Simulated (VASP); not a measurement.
A convergence study with VASP on LaB6 (space group no. 221 when undisturbed): one setting is varied, all else stays as given below, so the limit is that of these other settings. One atom is moved off its site, so that forces are finite.

```yaml
crystal:
  lattice:
    - [4.14752, 0.00000, 0.00000]
    - [0.00000, 4.14752, 0.00000]
    - [0.00000, 0.00000, 4.14752]
  atoms:
    - { symbol: La, position: [0.00000, 0.00000, 0.01205] }
    - { symbol: B, position: [0.80100, 0.50000, 0.50000] }
    - { symbol: B, position: [0.50000, 0.19900, 0.50000] }
    - { symbol: B, position: [0.50000, 0.80100, 0.50000] }
    - { symbol: B, position: [0.19900, 0.50000, 0.50000] }
    - { symbol: B, position: [0.50000, 0.50000, 0.80100] }
    - { symbol: B, position: [0.50000, 0.50000, 0.19900] }
```

Method: PBE GGA, VASP's PBE PAW potentials (set 64) (plane waves; VASP). The tightest run used: 400 eV cut-off, 11×11×11 Γ-centred mesh, Fermi-Dirac smearing of 0.10 eV, potentials La B.

Task: The settings run are 2×2×2 mesh; 3×3×3 mesh; 4×4×4 mesh; 5×5×5 mesh; 6×6×6 mesh; 7×7×7 mesh; 9×9×9 mesh; 10×10×10 mesh; 11×11×11 mesh. From which on does the stress (every component) stay within 0.1 GPa of the tightest run?

Result: From 5×5×5 mesh on: it is off by 0.02 there and by no more than 0.1 in any finer run, while 4×4×4 mesh is off by 0.17.
| setting | E (eV/atom) | pressure (GPa) | largest force (eV/Å) | irreducible k-points | difference judged (GPa) |
|---|---|---|---|---|---|
| 2×2×2 mesh | -6.9227 | 0.34 | 0.590 | 6 | 0.51 |
| 3×3×3 mesh | -6.9777 | 1.55 | 0.343 | 6 | 0.70 |
| 4×4×4 mesh | -6.9972 | 1.02 | 0.270 | 18 | 0.17 |
| 5×5×5 mesh | -7.0024 | 0.86 | 0.272 | 18 | 0.02 |
| 6×6×6 mesh | -7.0043 | 0.86 | 0.273 | 40 | 0.01 |
| 7×7×7 mesh | -7.0028 | 0.92 | 0.274 | 40 | 0.07 |
| 9×9×9 mesh | -7.0047 | 0.87 | 0.275 | 75 | 0.02 |
| 10×10×10 mesh | -7.0045 | 0.87 | 0.276 | 126 | 0.02 |
| 11×11×11 mesh | -7.0053 | 0.85 | 0.276 | 126 | 0.00 |

Left out are rungs that failed or repeat a setting and relaxations that didn't move; long series are thinned to 24 rows.

The structure is a typed LaB6 crystal (space group no. 221). The cell was not relaxed at this level, it is distorted from the ideal structure. The electron count is odd and the run is not spin-polarised, which forces a metal.
